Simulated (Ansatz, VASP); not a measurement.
# Cross-check of Ir (Ir(111) film of 3 layers) between VASP and Ansatz

One calculation is typed for both programs; each brings its own data sets. How far apart do they land? The cell is taken from a series of runs on this material, whose earlier steps may have relaxed, scaled, displaced or heated it; both programs get it as it stands.

Main program and level: Ansatz 0.2.0; plane waves, with VASP 6.6.1 beside it; zone-centre phonons at LDA.

## (1) The starting structure

The cell holds 3 atoms: 3 Ir. Cell: a = 2.651 Å, b = 2.651 Å, c = 32.668 Å, α = 90.0°, β = 90.0°, γ = 120.0°. It derives from Ir. Vacuum lies along c.

## (2) Ansatz: zone-centre phonons, LDA

Ansatz runs on its default PAW (the set named soft_2) files.

Second derivatives magnify differences that forces hide, and they need a tight electronic threshold.

input.yaml

```yaml
crystal:
  lattice:
    - [2.650640944, 2.818e-06, 0.0]
    - [-1.3253229125, 2.2955209848, 0.0]
    - [0.0, 0.0, 32.6681001532]
  atoms:
    - { symbol: Ir, position: [0.0, 0.0, 0.1699867442] }
    - { symbol: Ir, position: [0.3333333333, 0.6666666667, 0.2362250931] }
    - { symbol: Ir, position: [0.6666666667, 0.3333333333, 0.302463442] }
  periodic: [true, true, false]
kpoints:
  mp_grid: { grid: [8, 8, 1] }
hamiltonian:
  xc: lda
scf:
  occupations: { method: methfessel_paxton, width: 0.2 }
output:
  eigenvalues: true
phonons:
  method: dfpt
  qmesh: [2, 2, 1]
  temperatures: { t_max: 1000, t_step: 50 }
  qpath:
    path:
      - [0.0, 0.0, 0.0]
      - [0.5, 0.0, 0.0]
      - [0.33333333, 0.33333333, 0.0]
      - [0.0, 0.0, 0.0]
    npoints: 10
  electrical_resistivity:
    mesh: [12, 12, 1]
    temperatures: [20.0, 50.0, 77.0, 100.0, 150.0, 200.0, 300.0, 400.0, 600.0, 800.0]
  electron_occupations: "off"
```

Run with:

```sh
$ ansatz run input.yaml --threads 4 --pin off --max-ram 16384MiB --backend cpu --events-out ev --progress --plain --runs-dir out
```

Numbers of over 12 decimals in the logs are rounded to 6 here.

The program printed:

```text
Warning: crystal.symmetry: narrowed to the stabiliser of the run's FFT grids — unitary ops 12 → 6. A phonons.method: dfpt run fills in the rows of the dynamical matrix that it does not solve by its symmetry operations, which is exact only for operations that map its FFT grids onto themselves: filled in by any other, the frequencies could depend on the order in which like atoms are typed, or, by more than the grids' own error, on where the crystal sits among the grids' points. Excluded: 6 operations. The run can therefore solve more perturbations, solve them on more k-points, or both, and cost more. [rest of the remark cut]
Engine: ansatz 0.2.0, aarch64-unknown-linux-gnu
Pseudopotentials: kind: paw
Pseudopotential: Ir, paw, valence charge 17, recommended cutoff 420 eV (normal), Ir.paw.azcp
Functional definition: SPW92
  exchange = slater_x
  correlation = pw_c
Crystal: 3 atoms, lattice volume = 198.773 Å³
Basis set: ecut = 420 eV, 3967 PW (Γ), exchange–correlation on 36×36×450 points (8 copies of the dense FFT grid, shifted against one another)
Bands: 31, of which v1, the nominal top of the filled ones, is band 26 counted from 1 (25 counted from 0)
Symmetry: 12 space group operations
k-points: 10 of 64 (irreducible under 6 space group operations, time reversal used)
Non-local potential: Ir, projectors of the file, l = 0: 3, l = 1: 2, l = 2: 2, l = 3: 1
PAW form: soft (Blöchl's): semilocal exchange-correlation on the pseudo side does not see the compensation charge
PAW frozen core: Ir, regenerated for the run's functional, and the local potential with it (the file was generated under x = pbe(κ = 0.804, μ = 0.219515), c = pbe(β = 0.066725))
PAW one-centre angular grid: Ir, 590 points (default); XC on 64 Gauss nodes
Initial density: superposition of atomic densities (neutral atoms: chi_scale 0, normalization atom), corrected by the library's trained network
Initial wavefunctions: pseudopotential atomic-orbital guess
Functional: x = slater, c = lda
SCF iter   1: F=—  HF=-34988.006505 eV  |F-HF|=—  |Δ(HF+E_count)|=         —  Δρ=4.29e-3  dr2=6.90e-2  ethr=1.77e-3  ⟨swp⟩=14.5  Hψ=5363  notcnv=0  defer=10
automatic band count: the SCF goes on with 36 bands, as 31 were too few: they end inside the smearing window of the response
preconditioner: auto → LDOS  [metal: Δε(μ)=0.022 eV  Ē_g=9.772 eV  σ=0.200 eV  W_gap=0.09  n_scr=22 (ndim 8)  ℏωp=13.7 eV  f_vac=0.740  D(μ)=4.20/eV (n_scr^D=20)  β→1.0]
SCF iter   2: F=—  HF=-34988.007538 eV  |F-HF|=—  |Δ(HF+E_count)|=   1.03e-3  S|Δr|=    0.00e0  Δρ=1.93e-3  dr2=9.36e-3  ethr=1.35e-4  ⟨swp⟩=3.6  Hψ=840  notcnv=0  defer=19
SCF iter   3: F=—  HF=-34988.006574 eV  |F-HF|=—  |Δ(HF+E_count)|=   9.64e-4  S|Δr|=    0.00e0  Δρ=9.90e-4  dr2=1.03e-2  ethr=1.84e-5  ⟨swp⟩=4.0  Hψ=833  notcnv=0  defer=19
SCF iter   4: F=—  HF=-34988.005294 eV  |F-HF|=—  |Δ(HF+E_count)|=   1.28e-3  S|Δr|=    0.00e0  Δρ=3.77e-4  dr2=6.11e-4  ethr=1.84e-5  ⟨swp⟩=2.7  Hψ=533  notcnv=0  defer=19
[...]
k-point 9: bands = [... 22 lower, -7.6194, -6.7579, -5.6422, -5.5298, -4.9347, 0.0763, 0.1288, 1.3346, ... 6 higher]
  ° read free of the cell's end (the report's vacuum.weakly_bound_levels)
--- Phonons (Γ-DFPT): 6 representative perturbations + reference (Σ response iterations 33) ---
  ASR residual: 5.138e-5 → 0.000e0 eV/Å²; symmetrization residual: 1.567e-6 eV/Å²
  The last average, over the group as it would stand without the narrowing to the FFT grids, took up to 1.128e-7 eV/Å² of the zone centre's force constants
  ASR residual per site (eV/Å²): 5.14e-5 2.72e-5 5.12e-5
  Γ frequencies (cm⁻¹): 0.00 0.00 0.00 67.41 67.41 120.73 120.73 140.90 217.43
--- Phonons (arbitrary-q DFPT): 2 irreducible q on the 2×2×1 mesh ---
  q = [0.0000, 0.0000, 0.0000] (star 1, of the zone-centre solve; hermiticity 8.21e-8, symmetrization 3.52e-8, taken by the last average 5.06e-9): 0.00 0.00 0.00 67.41 67.41 120.73 120.73 140.90 217.43
  q = [0.0000, -0.5000, 0.0000] (star 3, 9 solved perturbations in 267 linear systems a pass and spin channel, the states on 34 of 64 k-point pairs; hermiticity 3.21e-8, symmetrization 5.29e-9, taken by the last average 4.37e-9): 102.81 121.58 125.85 133.55 142.26 144.39 180.13 188.93 221.75
  sum rule: each row above includes the acoustic sum rule's correction from the zone centre's row sums; it moved no ω² by more than (0.27 cm⁻¹)²
  mesh force constants: q→R imaginary residual 9.93e-18; ASR residual 5.138e-5 → 0.000e0 eV/Å²; symmetrization residual 1.243e-14 eV/Å²
  interpolated dispersion: 31 rows × 9 modes
  density of states and harmonic sums: on the 28×28×1 q-mesh, interpolated from the force constants of a 2×2×1 supercell (no non-analytic term)
  largest difference from the sums on the solved wave vectors: F 1.50e-1 eV, S 2.15e-4 and C_V 6.43e-5 eV/K
  zero-point energy: 0.077739 eV/cell   skipped modes (ω ≤ 0): 3   left out of the sums: 4.25e-4 of the cell's modes: C_V's classical limit lies that fraction below 3 k_B per atom; for a crystal, a wire or a layer, F and S can be off by more, and a phonons.interpolated_qmesh denser along its periods is the remedy for the sampling
--- Electrical resistivity: potentials and phonons of a 2×2×1 supercell ---
  scattering by harmonic phonons alone, with no dipole-dipole term; scattering by other electrons, impurities, surfaces and spin disorder is left out, and so is spin–orbit coupling
[...]
mesh   spin    states/(eV spin)  plasma energy (eV)         λ      λ_tr    ħω_log (meV)
        12×12×1                     1.6014              4.7026    0.4247    0.5397          16.192
          6×6×1                     1.7408              4.8799    0.5194    0.7092          16.574
          3×3×1                     2.2129              5.0153    0.7015    1.0834          16.483
  resistivity on the deck's mesh, µΩ·cm:
     T (K)       trace/2  mesh converged            xx            yy            zz    lowest order   relaxation time
     20.00     2.1208e-2              no     2.1208e-2     2.1208e-2      0.0000e0       3.9488e-2         2.9997e-2
     50.00      1.1221e0              no      1.1221e0      1.1221e0      0.0000e0        1.5645e0          1.1625e0
     77.00      3.6845e0              no      3.6845e0      3.6845e0      0.0000e0        4.3756e0          3.6223e0
    100.00      6.2679e0              no      6.2679e0      6.2679e0      0.0000e0        7.0155e0          6.0463e0
    150.00      1.1836e1              no      1.1836e1      1.1836e1      0.0000e0        1.2723e1          1.1271e1
    200.00      1.7174e1              no      1.7174e1      1.7174e1      0.0000e0        1.8291e1          1.6305e1
    300.00      2.7588e1              no      2.7588e1      2.7588e1      0.0000e0        2.9241e1          2.6159e1
    400.00      3.7911e1              no      3.7911e1      3.7911e1      0.0000e0        4.0119e1          3.5942e1
    600.00      5.8527e1              no      5.8527e1      5.8527e1      0.0000e0        6.1927e1          5.5499e1
    800.00      7.9391e1              no      7.9391e1      7.9391e1      0.0000e0        8.4089e1          7.5324e1
  sheet resistance at 20 K: 0.06492 Ω
  mean free path at 20 K (of a tensor half of its trace): 8523 nm by what each carries, 7088 by the Fermi surface alone
  Hall coefficient in a weak field at 20 K (along the normal): 2.263e-10 m³/C (how far it moves between the two finest meshes is not known); by each state's relaxation time: 3.927e-10 m³/C; by a constant relaxation time: 2.864e-10 m³/C
  sheet resistance at 50 K: 3.435 Ω
  mean free path at 50 K (of a tensor half of its trace): 173 nm by what each carries, 134 by the Fermi surface alone
  Hall coefficient in a weak field at 50 K (along the normal): 3.185e-10 m³/C (how far it moves between the two finest meshes is not known); by each state's relaxation time: 3.112e-10 m³/C; by a constant relaxation time: 2.929e-10 m³/C
  sheet resistance at 77 K: 11.28 Ω
  mean free path at 77 K (of a tensor half of its trace): 50.7 nm by what each carries, 40.8 by the Fermi surface alone
  Hall coefficient in a weak field at 77 K (along the normal): 3.638e-10 m³/C (how far it moves between the two finest meshes is not known); by each state's relaxation time: 2.907e-10 m³/C; by a constant relaxation time: 2.934e-10 m³/C
  sheet resistance at 100 K: 19.19 Ω
  mean free path at 100 K (of a tensor half of its trace): 28.9 nm by what each carries, 24.0 by the Fermi surface alone
  Hall coefficient in a weak field at 100 K (along the normal): 3.808e-10 m³/C (how far it moves between the two finest meshes is not known); by each state's relaxation time: 2.840e-10 m³/C; by a constant relaxation time: 2.933e-10 m³/C
  sheet resistance at 150 K: 36.23 Ω
  mean free path at 150 K (of a tensor half of its trace): 14.9 nm by what each carries, 12.7 by the Fermi surface alone
  Hall coefficient in a weak field at 150 K (along the normal): 3.903e-10 m³/C (how far it moves between the two finest meshes is not known); by each state's relaxation time: 2.798e-10 m³/C; by a constant relaxation time: 2.933e-10 m³/C
  sheet resistance at 200 K: 52.57 Ω
  mean free path at 200 K (of a tensor half of its trace): 10.2 nm by what each carries, 8.75 by the Fermi surface alone
  Hall coefficient in a weak field at 200 K (along the normal): 3.913e-10 m³/C (how far it moves between the two finest meshes is not known); by each state's relaxation time: 2.787e-10 m³/C; by a constant relaxation time: 2.935e-10 m³/C
  sheet resistance at 300 K: 84.45 Ω
  mean free path at 300 K (of a tensor half of its trace): 6.32 nm by what each carries, 5.45 by the Fermi surface alone
  Hall coefficient in a weak field at 300 K (along the normal): 3.903e-10 m³/C (how far it moves between the two finest meshes is not known); by each state's relaxation time: 2.774e-10 m³/C; by a constant relaxation time: 2.940e-10 m³/C
  sheet resistance at 400 K: 116.0 Ω
  mean free path at 400 K (of a tensor half of its trace): 4.60 nm by what each carries, 3.97 by the Fermi surface alone
  Hall coefficient in a weak field at 400 K (along the normal): 3.900e-10 m³/C (how far it moves between the two finest meshes is not known); by each state's relaxation time: 2.771e-10 m³/C; by a constant relaxation time: 2.939e-10 m³/C
  sheet resistance at 600 K: 179.2 Ω
  mean free path at 600 K (of a tensor half of its trace): 3.01 nm by what each carries, 2.57 by the Fermi surface alone
  Hall coefficient in a weak field at 600 K (along the normal): 3.915e-10 m³/C (how far it moves between the two finest meshes is not known); by each state's relaxation time: 2.783e-10 m³/C; by a constant relaxation time: 2.924e-10 m³/C
  sheet resistance at 800 K: 243.0 Ω
  mean free path at 800 K (of a tensor half of its trace): 2.24 nm by what each carries, 1.89 by the Fermi surface alone
  Hall coefficient in a weak field at 800 K (along the normal): 3.960e-10 m³/C (how far it moves between the two finest meshes is not known); by each state's relaxation time: 2.822e-10 m³/C; by a constant relaxation time: 2.913e-10 m³/C
  the resistivity times a path that all electrons share, by the Fermi surface of the deck's mesh alone (half of the trace): 1.503e-15 Ω·m²
  not converged in the mesh (λ; λ_tr; the resistivity at 20 K by 10.01 %; the resistivity at 50 K by 7.37 %; the resistivity at 77 K by 12.59 %; the resistivity at 100 K by 15.20 %; the resistivity at 150 K by 18.27 %; the resistivity at 200 K by 19.61 %; the resistivity at 300 K by 20.46 %; the resistivity at 400 K by 20.76 %; the resistivity at 600 K by 21.00 %; the resistivity at 800 K by 21.15 %): between neighbo [...]
  vibrations of 4 cells: unjudged by the run; compare a larger repeat
  the changes of the potential over all sites missed a rigid shift's by 0.45 % (the site terms' by 0.01 %)
  between the force constants' wavevectors the phonons are obtained by Fourier interpolation alone: phonons.electron_occupations is off
```

(Part 1 of 2 ends here.)

[Lines on the potential files, build, host, timing and source positions are cut from VASP's logs without a mark.]

[Logs are printed without paths, hosts, clocks, repeated set-up lines and the standing remarks that a program may print on its own settings, such as how far it seeks lower states.]

[Hosts, paths, dates, database ids (printed as entryN), source tags and the programs' standing remarks are cut or masked in the printed files.]
